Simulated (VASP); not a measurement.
Input:

```yaml
crystal:
  lattice:
    - [5.24675, 0.00000, 0.00000]
    - [0.00000, 1.62744, 8.04622]
    - [0.00000, -1.62744, 8.04622]
  atoms:
    - { symbol: Mg, position: [0.50000, 0.99964, 0.99964] }
    - { symbol: Mg, position: [0.50000, 0.66766, 0.66766] }
    - { symbol: Mg, position: [0.50000, 0.33354, 0.33354] }
    - { symbol: Mg, position: [0.00000, 0.88857, 0.88857] }
    - { symbol: Mg, position: [0.00000, 0.55409, 0.55409] }
    - { symbol: Sb, position: [0.00000, 0.22315, 0.22315] }
```

These are PBEsol GGA, VASP's PBE PAW potentials (set 64) (plane waves; VASP) values and carry that method's errors. Run with 400 eV cut-off, Gaussian smearing of 0.050 eV, potentials Mg Sb.

**Question.** Give the energies of bands 2 to 10 at the high-symmetry points, in eV from the Fermi level.

**Answer.** 
| band | Γ | Y | C0 | Z | A0 | T | S | R |
|---|---|---|---|---|---|---|---|---|
| 2 | -6.01 | -6.75 | -5.23 | -6.34 | -4.82 | -6.13 | -5.27 | -4.85 |
| 3 | -5.64 | -3.79 | -3.61 | -4.88 | -3.40 | -5.67 | -3.29 | -3.38 |
| 4 | -3.69 | -3.63 | -2.21 | -4.61 | -2.77 | -5.11 | -2.85 | -2.61 |
| 5 | -2.76 | -3.47 | -2.02 | -4.06 | -2.11 | -2.69 | -1.63 | -2.22 |
| 6 | -1.05 | -1.80 | -1.36 | -3.50 | -1.97 | -1.65 | -1.34 | -1.55 |
| 7 | -0.70 | -1.40 | -0.57 | 1.32 | -1.04 | -1.51 | -0.92 | -1.49 |
| 8 | -0.12 | -1.11 | 0.02 | 1.90 | -0.78 | -0.43 | 0.39 | -0.81 |
| 9 | 0.09 | 1.92 | 0.62 | 2.16 | -0.10 | 2.80 | 0.65 | -0.36 |
| 10 | 1.20 | 2.18 | 1.38 | 3.02 | 0.21 | 3.17 | 1.28 | 0.38 |

It has no gap at this level: it comes out as a metal or semimetal.

The structure comes from a computed database's Mg5Sb entry (Amm2); how it stands against other phases isn't given here. It was relaxed first. The electron count is odd and the run is not spin-polarised, which forces a metal.
